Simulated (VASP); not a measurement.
Computed with PBE GGA, VASP's PBE PAW potentials (set 64) (plane waves; VASP).

The input files of a VASP run:

File POSCAR:
```
ZrB2
1
    1.5850000000    -2.7453010000     0.0000000000
    1.5850000000     2.7453010000     0.0000000000
    0.0000000000     0.0000000000     3.5300000000
Zr B
1 2
Direct
  0.0000000000   0.0000000000   0.0000000000
  0.3333330000   0.6666670000   0.5000000000
  0.6666670000   0.3333330000   0.5000000000
```

**INCAR**
```
# general
SYSTEM  = ZrB2
PREC    = Accurate
ENCUT   = 520
LREAL   = .FALSE.   # projection in real space or not
LASPH   = .TRUE.

# electronic loop
EDIFF   = 1E-6   # SCF stop (eV)
NELM    = 100
ALGO    = Normal   # blocked Davidson
LMAXMIX = 4   # l cut-off of mixed one-centre charges

# smearing
ISMEAR  = -5   # tetrahedra, Bloechl

# functional
GGA     = PE   # PBE

# ions
ISIF    = 2   # forces and stress, cell fixed

# output
LWAVE   = .FALSE.
LCHARG  = .FALSE.
```

### KPOINTS
```
Automatic mesh
0
G
  10 10 8
0 0 0
```

POTCAR, in this order: Zr_sv B (PBE.64 set). Program: vasp_std.

For a metal the tetrahedron method with Blöchl corrections gives inexact stress and forces.

Question: Estimate the energy per atom (σ→0), band gap (on the k-mesh).

Answer: 
energy per atom (σ→0): -8.324 eV/atom
band gap (on the k-mesh): none (metal, semimetal or under 0.01 eV)

File OSZICAR:
```
...
DAV:   8    -0.249760590822E+02   -0.17167E-02   -0.96189E-02  2200   0.288E+00    0.783E-01
DAV:   9    -0.249729813323E+02    0.30777E-02   -0.16336E-02  2327   0.106E+00    0.140E-01
DAV:  10    -0.249729788905E+02    0.24418E-05   -0.85784E-04  2358   0.272E-01    0.416E-02
DAV:  11    -0.249729880823E+02   -0.91917E-05   -0.29032E-05  2386   0.642E-02    0.134E-02
DAV:  12    -0.249729903491E+02   -0.22668E-05   -0.18025E-06  1766   0.151E-02    0.403E-03
DAV:  13    -0.249729918455E+02   -0.14965E-05   -0.57190E-07  1170   0.735E-03    0.140E-03
DAV:  14    -0.249729916730E+02    0.17248E-06   -0.79152E-08  1110   0.305E-03
   1 F= -.24972992E+02 E0= -.24972992E+02  d E =0.000000E+00
```

The compound is ZrB2 in the AlB2 type structure. The cell was not relaxed at this level. The run is one of a series of settings (ISMEAR = -5, SIGMA removed against the base run), some of them coarse on purpose.
